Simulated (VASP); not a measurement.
All values below come from PBE GGA, VASP's PBE PAW potentials (set 64) (plane waves; VASP).

VASP ran on this input.

### POSCAR
```
In
1
   -1.4836988698     1.4836988698     2.2066769288
    1.4836988698    -1.4836988698     2.2066769288
    1.4836988698     1.4836988698    -2.2066769288
In
1
Direct
  0.0000000000   0.0000000000   0.0000000000
```

**INCAR**
```
# general
SYSTEM  = In
PREC    = Accurate
ENCUT   = 500
LREAL   = .FALSE.
LASPH   = .TRUE.

# electronic loop
EDIFF   = 1E-6   # SCF stop (eV)
NELM    = 100
ALGO    = Normal   # blocked Davidson
LMAXMIX = 4   # l cut-off of mixed one-centre charges

# smearing
ISMEAR  = 1
SIGMA   = 0.1   # width (eV)

# functional
GGA     = PE   # PBE

# ions
IBRION  = 2   # conjugate gradients
NSW     = 40
ISIF    = 3   # ions, shape and volume
EDIFFG  = -0.02
PSTRESS = 450

# output
LWAVE   = .FALSE.
LCHARG  = .FALSE.
```

### KPOINTS
```
Regular mesh
0
Gamma
  17 17 17
0 0 0
```

POTCAR, in this order: In_d (PBE.64 set). Program: vasp_std.

The run wrote:

File OSZICAR:
```
       N       E                     dE             d eps       ncg     rms          rms(c)
DAV:   1     0.690366995381E+02    0.69037E+02   -0.64829E+03  8156   0.178E+03
DAV:   2     0.192751261955E+00   -0.68844E+02   -0.67598E+02  8242   0.291E+02
DAV:   3    -0.204772106737E+01   -0.22405E+01   -0.22290E+01  9478   0.622E+01
DAV:   4    -0.209256368658E+01   -0.44843E-01   -0.44828E-01 10064   0.827E+00
DAV:   5    -0.209457266760E+01   -0.20090E-02   -0.20089E-02 10010   0.146E+00    0.439E+00
DAV:   6    -0.204341648038E+01    0.51156E-01   -0.76249E-02  9396   0.717E+00    0.217E+00
DAV:   7    -0.202973822156E+01    0.13678E-01   -0.24363E-02 11390   0.385E+00    0.422E-01
DAV:   8    -0.202856271779E+01    0.11755E-02   -0.14081E-03  9044   0.778E-01    0.509E-02
DAV:   9    -0.202856380656E+01   -0.10888E-05   -0.20722E-05 11410   0.698E-02    0.197E-02
DAV:  10    -0.202856508328E+01   -0.12767E-05   -0.26977E-06  7862   0.333E-02    0.213E-03
DAV:  11    -0.202856504065E+01    0.42627E-07   -0.18835E-07  4654   0.735E-03
   1 F= 0.34289157E+01 E0= 0.34288331E+01  d E =0.342892E+01
       N       E                     dE             d eps       ncg     rms          rms(c)
DAV:   1    -0.138500327731E+02   -0.11821E+02   -0.23452E+02  9010   0.300E+02    0.340E+01
DAV:   2    -0.108742628756E+01    0.12763E+02   -0.37792E+01  9024   0.214E+02    0.674E+00
DAV:   3    -0.308490977297E+00    0.77894E+00   -0.18718E+00 12502   0.395E+01    0.661E+00
DAV:   4    -0.214374506712E+00    0.94116E-01   -0.33248E-01  9484   0.118E+01    0.130E+00
DAV:   5    -0.215043119731E+00   -0.66861E-03   -0.21119E-02 11900   0.352E+00    0.780E-01
DAV:   6    -0.217259422118E+00   -0.22163E-02   -0.41919E-03  8976   0.670E-01    0.248E-01
DAV:   7    -0.217242988825E+00    0.16433E-04   -0.22348E-04  9100   0.357E-01    0.564E-02
DAV:   8    -0.217242071110E+00    0.91772E-06   -0.28609E-05 11418   0.142E-01    0.796E-03
DAV:   9    -0.217241386833E+00    0.68428E-06   -0.32920E-06  7144   0.522E-02
   2 F= 0.39150270E+01 E0= 0.39151685E+01  d E =0.486111E+00
       N       E                     dE             d eps       ncg     rms          rms(c)
DAV:   1    -0.741801542068E+01   -0.72008E+01   -0.18122E+02  8926   0.445E+02    0.164E+01
DAV:   2    -0.272439065595E+01    0.46936E+01   -0.93963E+00  9202   0.743E+01    0.630E+00
DAV:   3    -0.176690837732E+01    0.95748E+00   -0.28405E+00 11802   0.413E+01    0.407E+00
DAV:   4    -0.172318444467E+01    0.43724E-01   -0.89454E-02  8938   0.391E+00    0.171E+00
DAV:   5    -0.171577145277E+01    0.74130E-02   -0.94589E-03 10062   0.186E+00    0.380E-01
DAV:   6    -0.171598042665E+01   -0.20897E-03   -0.19211E-03 12000   0.111E+00    0.154E-01
DAV:   7    -0.171596086452E+01    0.19562E-04   -0.29440E-04  8944   0.273E-01    0.377E-02
DAV:   8    -0.171595679553E+01    0.40690E-05   -0.57105E-06  9492   0.228E-02    0.133E-02
DAV:   9    -0.171595684312E+01   -0.47592E-07   -0.32847E-07  4574   0.113E-02
   3 F= 0.33555745E+01 E0= 0.33555760E+01  d E =-.733411E-01
       N       E                     dE             d eps       ncg     rms          rms(c)
DAV:   1    -0.169817824609E+01    0.17779E-01   -0.62582E-02  9032   0.655E+00    0.328E-01
DAV:   2    -0.169594092632E+01    0.22373E-02   -0.47036E-03  9132   0.191E+00    0.108E-01
DAV:   3    -0.169563085458E+01    0.31007E-03   -0.95148E-04 10982   0.837E-01    0.427E-02
DAV:   4    -0.169562216788E+01    0.86867E-05   -0.34102E-05  8816   0.640E-02    0.139E-02
DAV:   5    -0.169562321106E+01   -0.10432E-05   -0.16256E-06  8950   0.209E-02    0.875E-03
DAV:   6    -0.169562469938E+01   -0.14883E-05   -0.96550E-07  8080   0.805E-03    0.964E-04
DAV:   7    -0.169562461282E+01    0.86560E-07   -0.31315E-08  4116   0.238E-03
   4 F= 0.33552187E+01 E0= 0.33552207E+01  d E =-.736970E-01
       N       E                     dE             d eps       ncg     rms          rms(c)
DAV:   1    -0.168778672883E+01    0.78380E-02   -0.10045E-02  9034   0.264E+00    0.131E-01
DAV:   2    -0.168742614504E+01    0.36058E-03   -0.75203E-04  9144   0.762E-01    0.436E-02
DAV:   3    -0.168737673934E+01    0.49406E-04   -0.15404E-04 10978   0.337E-01    0.168E-02
DAV:   4    -0.168737675738E+01   -0.18032E-07   -0.54274E-06  8842   0.260E-02
   5 F= 0.33551929E+01 E0= 0.33551951E+01  d E =-.737228E-01
```

OUTCAR:
```
------------------------ aborting loop because EDIFF is reached ----------------------------------------
  FORCE on cell =-STRESS in cart. coord.  units (eV):
  Direction    XX          YY          ZZ          XY          YZ          ZX
  --------------------------------------------------------------------------------------
  Total        5.0543549      5.0543549      5.0279101      0.0000000      0.0000000      0.0000000
  in kB      451.0517145    451.0517145    448.6917783      0.0000000      0.0000000      0.0000000
  external PRESSURE =       0.2650691 kB  Pullay stress =     450.0000000 kB
  volume of cell :       17.95
      direct lattice vectors                 reciprocal lattice vectors
    -1.445128506  1.445128506  2.149201072     0.000000000  0.345989992  0.232644589
     1.445128506 -1.445128506  2.149201072     0.345989992  0.000000000  0.232644589
     1.445128506  1.445128506 -2.149201072     0.345989992  0.345989992  0.000000000
 POSITION                                       TOTAL-FORCE (eV/Angst)
 -----------------------------------------------------------------------------------
      0.00000      0.00000      0.00000         0.000000      0.000000      0.000000
 -----------------------------------------------------------------------------------
    total drift:                               -0.000000      0.000000      0.000000
  FREE ENERGIE OF THE ION-ELECTRON SYSTEM (eV)
  ---------------------------------------------------
  free  energy   TOTEN  =        -1.6873767574 eV

  energy  without entropy=       -1.6873700820  energy(sigma->0) =       -1.68737453
  enthalpy is  TOTEN    =         3.3551929044 eV   P V=        5.0425696617

 reached required accuracy - stopping structural energy minimisation
```
(Selected blocks of OUTCAR.)

File CONTCAR:
```
In
   1.00000000000000
    -1.4451285055286331    1.4451285055286331    2.1492010719297241
     1.4451285055286331   -1.4451285055286331    2.1492010719297241
     1.4451285055286331    1.4451285055286331   -2.1492010719297241
  In
     1
Direct
     0.0000000000000000    0.0000000000000000    0.0000000000000000
```

Energy and stress use the plane-wave basis of the starting cell.

The compound is In in the bct structure. This run relaxes it under an external pressure of 45 GPa. Symmetry was kept, so distortions that lower it aren't found.
